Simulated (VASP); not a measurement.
Input:

```yaml
crystal:
  lattice:
    - [0.00000, 2.95462, 2.95462]
    - [2.95462, 0.00000, 2.95462]
    - [2.95462, 2.95462, 0.00000]
  atoms:
    - { symbol: Pd, position: [0.00000, 0.00000, 0.00000] }
    - { symbol: Sb, position: [0.25000, 0.25000, 0.25000] }
```

All values below come from PBEsol GGA, VASP's PBE PAW potentials (set 64) (plane waves; VASP 6.6.1). Numerical set-up: 400 eV cut-off, Gaussian smearing of 0.050 eV, potentials Pd Sb.

Unless said otherwise, spin-orbit coupling is left out, though it shifts the bands of the heavy elements here.

Q: Predict the band gap (along the path) with the smallest direct gap where there is one.

A: 
```yaml
band gap (along the path): none (metal, semimetal or under 0.01 eV)
```

The structure was generated: PdSb was put into the zinc blende type (F-43m), which need not be its known phase. It was relaxed first, which changed the volume by -22 %. The electron count is odd and the run is not spin-polarised, which forces a metal.
